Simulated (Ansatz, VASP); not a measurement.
# NiO: VASP beside Ansatz, part 3 of 3

One calculation is typed for both programs; each brings its own data sets. How far apart do they land? The cell is taken from a series of runs on this material, whose earlier steps may have relaxed, scaled, displaced or heated it; both programs get it as it stands.

VASP 6.6.1 and Ansatz 0.2.0.

So far. Step 6 (VASP: single point, LDA, DFT+U, pair 2): The run ends at a pressure of -13.33 GPa.

## 8. Ansatz: single point, LDA, DFT+U, pair 3

Level of this step: Ansatz beside VASP: Kohn-Sham DFT, plane waves, LDA, DFT+U (Ansatz).

With cell and atoms fixed, the geometry can't cause a difference; cores, projectors, grids and the points listed under the comparison can.

The cell is taken from a series of runs on this material, whose earlier steps may have relaxed, scaled, displaced or heated it; both programs get it as it stands.

Input file input.yaml:

```yaml
crystal:
  lattice:
    - [0.0, -2.085901641, -2.085901641]
    - [0.0, 2.085901641, -2.085901641]
    - [4.171803282, 0.0, 0.0]
  atoms:
    - { symbol: Ni, position: [0.5, 0.5, 0.5], spin: 2.0 }
    - { symbol: Ni, position: [0.0, 0.0, 0.0], spin: 2.0 }
    - { symbol: O, position: [0.5, 0.5, 0.0] }
    - { symbol: O, position: [0.0, 0.0, 0.5] }
magnetization:
  spin_polarized: true
kpoints:
  mp_grid: { grid: [8, 8, 6] }
hamiltonian:
  xc: lda
  hubbard:
    sites:
      - { species: Ni, l: d, u_eff: 8.4 }
      - { site: 0, l: d, u_eff: 8.4, starting_ns: [{ spin: up, occupation_matrix: ni1_major }, { spin: down, occupation_matrix: ni1_minor }] }
      - { site: 1, l: d, u_eff: 8.4, starting_ns: [{ spin: up, occupation_matrix: ni1_major }, { spin: down, occupation_matrix: ni1_minor }] }
    projectors: ortho-atomic
    occupation_matrices:
      ni1_major:
        matrix:
          - [0.998, 0.0, 0.0, 0.0, 0.0]
          - [0.0, 0.999, 0.0, 0.0, 0.0]
          - [0.0, 0.0, 0.999, 0.0, 0.0]
          - [0.0, 0.0, 0.0, 0.998, 0.0]
          - [0.0, 0.0, 0.0, 0.0, 0.999]
      ni1_minor:
        matrix:
          - [0.138, 0.0, 0.0, 0.0, 0.0]
          - [0.0, 0.997, 0.0, 0.0, 0.0]
          - [0.0, 0.0, 0.997, 0.0, 0.0]
          - [0.0, 0.0, 0.0, 0.138, 0.0]
          - [0.0, 0.0, 0.0, 0.0, 0.997]
scf:
  occupations: { method: fermi_dirac, width: 0.05 }
output:
  eigenvalues: true
```

Run with:

```sh
$ ansatz run input.yaml --threads 4 --pin off --max-ram 8192MiB --backend cpu --events-out ev --progress --plain --runs-dir out
```

Numbers of over 12 decimals in the logs are rounded to 6 here.

The program printed:

```text
[...]
Crystal: 4 atoms, lattice volume = 36.303 Å³
Basis set: ecut = 420 eV, 681 PW (Γ)
Bands: 32, of which v1, the nominal top of the filled ones, is band 24 counted from 1 (23 counted from 0)
Symmetry: 32 space group operations
[...]
k-points: 60 of 384
[...]
Starting moments: Σ|m| = 4 μB on 2 of 4 sites
[...]
k-point 1 ↑: bands = [... 20 lower, 8.7881, 10.4535, 10.4535, 11.4141, 11.6618, 11.6618, 16.4391, 20.0592, ... 4 higher]
  k-point 2 ↑: bands = [... 20 lower, 9.8378, 10.8937, 10.8937, 10.9750, 11.5619, 11.5619, 18.0109, 20.3160, ... 4 higher]
  k-point 59 ↓: bands = [... 20 lower, 10.2914, 10.2914, 16.4309, 16.4309, 16.8801, 16.8801, 22.9712, 22.9712, ... 4 higher]
Occupation matrices written to <dir>
[key lines of the parts left out:]
SCF converged after 12 iterations
Magnetization: 4.0000 μB (26.0000 up, 22.0000 down)
Free energy (F): -12650.758123 eV
Fermi energy:    14.556978 eV
```

## 9. VASP: single point, LDA, DFT+U, pair 3

The same cell, functional (in two slightly different forms), mesh and smearing now go to VASP, with its own data sets.

Input file INCAR:

```
SYSTEM = NiO
PREC = Accurate
ENCUT = 520
EDIFF = 1E-06
NELM = 200
ISMEAR = -1
SIGMA = 0.05
LREAL = .FALSE.
ALGO = Normal
GGA = CA
NBANDS = 27
ISPIN = 2
MAGMOM = 1.73 1.73 0.19 0.19
LDAU = .TRUE.
LDAUTYPE = 2
LDAUL = 2 -1
LDAUU = 8.4 0
LDAUJ = 0 0
LDAUPRINT = 1
LASPH = .TRUE.
LMAXMIX = 4
LORBIT = 11
LWAVE = .FALSE.
LCHARG = .FALSE.
ISIF = 2
GGA_COMPAT = .FALSE.
KPAR = 2
```

Input file POSCAR:

```
NiO
1.0
    0.0000000000     -2.0859016410     -2.0859016410
    0.0000000000      2.0859016410     -2.0859016410
    4.1718032820      0.0000000000      0.0000000000
Ni O
2 2
Direct
    0.5000000000      0.5000000000      0.5000000000
    0.0000000000      0.0000000000      0.0000000000
    0.5000000000      0.5000000000      0.0000000000
    0.0000000000      0.0000000000      0.5000000000
```

Input file KPOINTS:

```
Automatic mesh
0
Gamma
8 8 6
0 0 0
```

Potentials, in the order of the species: Ni and O (LDA family, release 64).

Run with:

```sh
$ mpirun -np 2 vasp_std
```

The program printed:

```text
[... set-up lines as in an earlier step ...]
 entering main loop
       N       E                     dE             d eps       ncg     rms          rms(c)
DAV:   1     0.251417625302E+03    0.25142E+03   -0.14981E+04  6848   0.157E+03
DAV:   2     0.665774014407E+01   -0.24476E+03   -0.22099E+03  6668   0.340E+02
DAV:   3    -0.196939515002E+02   -0.26352E+02   -0.25456E+02  7130   0.122E+02
DAV:   4    -0.202077008828E+02   -0.51375E+00   -0.51226E+00  6924   0.176E+01
[...]
DAV:  14    -0.227068939133E+02   -0.36977E-04   -0.13297E-04  7529   0.918E-02    0.217E-02
DAV:  15    -0.227068955102E+02   -0.15968E-05   -0.67739E-06  6677   0.242E-02    0.805E-03
DAV:  16    -0.227068953826E+02    0.12758E-06   -0.93840E-07  3833   0.140E-02
   1 F= -.22706895E+02 E0= -.22706895E+02  d E =-.758811E-11  mag=     4.0000
```

From OUTCAR (step 9):

```text
  Total       -4.3857201     -4.3842352     -4.3842352      0.0000000      0.0000000      0.0000000
  in kB     -193.5575106   -193.4919745   -193.4919745      0.0000000      0.0000000      0.0000000
  external PRESSURE =    -193.5138199 kB  Pullay stress =       0.0000000 kB

 POSITION                                       TOTAL-FORCE (eV/Angst)
 -----------------------------------------------------------------------------------
      2.08590      0.00000     -2.08590         0.000000     -0.000000      0.000000
      0.00000      0.00000      0.00000         0.000000     -0.000000      0.000000
      0.00000      0.00000     -2.08590        -0.000000      0.000000      0.000000
      2.08590      0.00000      0.00000         0.000000      0.000000     -0.000000
 -----------------------------------------------------------------------------------
    total drift:                               -0.000000     -0.000000      0.000000

  FREE ENERGIE OF THE ION-ELECTRON SYSTEM (eV)
  ---------------------------------------------------
  free  energy   TOTEN  =       -22.7068953826 eV

  energy  without entropy=      -22.7068953826  energy(sigma->0) =      -22.70689538

 magnetization (x)
# of ion       s       p       d       tot
------------------------------------------
    1        0.010   0.013   1.837   1.860
    2        0.010   0.013   1.837   1.860
    3        0.014   0.135   0.000   0.149
    4        0.014   0.135   0.000   0.149
--------------------------------------------------
tot          0.047   0.296   3.675   4.018

[... 2 parts as in an earlier step ...]

[... 1 further part left out ...]
[key lines of the parts left out:]
E-fermi :   7.3287
```

The run ends at a pressure of -19.35 GPa.

## 10. Differences

What differs besides the data sets and the points named for the pairs above, as far as they apply: the data sets hold 48 valence electrons in Ansatz (on its default PAW (the set named soft_2) files) and 32 in VASP. Total energies have different zeros and are not compared.

Both answers:

| quantity | Ansatz | VASP | difference |
| --- | --- | --- | --- |
| gap on the k mesh (eV) | 2.347 | 2.957 | -0.610 |
| total moment (μB) | 4.00 | 4.00 | 0.00 |
| moment on Ni1 (μB) | 1.73 | 1.86 | -0.13 |
| moment on Ni2 (μB) | 1.73 | 1.86 | -0.13 |
| moment on O3 (μB) | 0.19 | 0.15 | +0.04 |
| moment on O4 (μB) | 0.19 | 0.15 | +0.04 |

A gap on the mesh is an upper bound, since the band edges may lie between its points.

## 11. Further runs

Further runs change the set-up of one program: Ansatz's method, potentials or start, or VASP's data sets, cutoff or form of LDA. The table gives Ansatz less VASP for each quantity, since a change that brings one quantity closer may part another.

| run | gap on the k mesh (eV) | total moment (μB) |
| --- | --- | --- |
| as above | -0.61 | 0 |
| VASP with the data sets Ni_sv_GW and O | -0.18 | 0 |

## 12. Results

```yaml
difference_in_total_moment_single_point_lda_dft_u_pair_1: -0.0088 μB
difference_in_total_moment_single_point_lda_dft_u_pair_2: -9.0e-5 μB
difference_in_gap_on_the_k_mesh_single_point_lda_dft_u_pair_3: -0.61 eV
```

In words: The difference in gap on the k mesh is -0.61 eV (single point, LDA, DFT+U, pair 3). The data sets hold unlike numbers of valence electrons (48 in Ansatz and 32 in VASP), so part of the differences comes from the potentials. Single point, LDA, DFT+U, pair 3, VASP with the data sets Ni_sv_GW and O: the difference in gap on the k mesh goes from -0.61 to -0.18 eV. 5 further runs of this series are not shown here. How closely two codes agree says nothing of how well the functional describes the real material.

[Lines on the potential files, build, host, timing and source positions are cut from VASP's logs without a mark.]

[Logs are printed without paths, hosts, clocks, repeated set-up lines and the standing remarks that a program may print on its own settings, such as how far it seeks lower states.]

[Hosts, paths, dates, database ids (printed as entryN), source tags and the programs' standing remarks are cut or masked in the printed files.]
